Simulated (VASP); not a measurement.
Data:

```
CELL_PARAMETERS angstrom
      2.80910     0.00000     0.00000
      0.00000     2.80910     0.00000
      0.00000     0.00000     4.03846
ATOMIC_POSITIONS crystal
  Ti 0.00000 0.00000 0.00000
  Al 0.50000 0.50000 0.50000
```

These are TPSS meta-GGA, VASP's PBE PAW potentials (set 64) (plane waves; VASP) values and carry that method's errors. Numerical set-up: 520 eV cut-off, 12×12×8 Γ-centred mesh, first-order Methfessel-Paxton smearing of 0.10 eV, potentials Ti_sv Al.

Q: Estimate the energy per atom (σ→0), band gap (on the k-mesh) with the smallest direct gap where there is one.

A: 
```
Property                                                    Result
------------------------  ----------------------------------------
band gap (on the k-mesh)  none (metal, semimetal or under 0.01 eV)
energy per atom (σ→0)                      -1141.2 kJ/mol of atoms
```

The compound is TiAl in the L1_0 structure. It was relaxed first. The start is the result of an earlier pass. The electron count is odd and the run is not spin-polarised, which forces a metal.
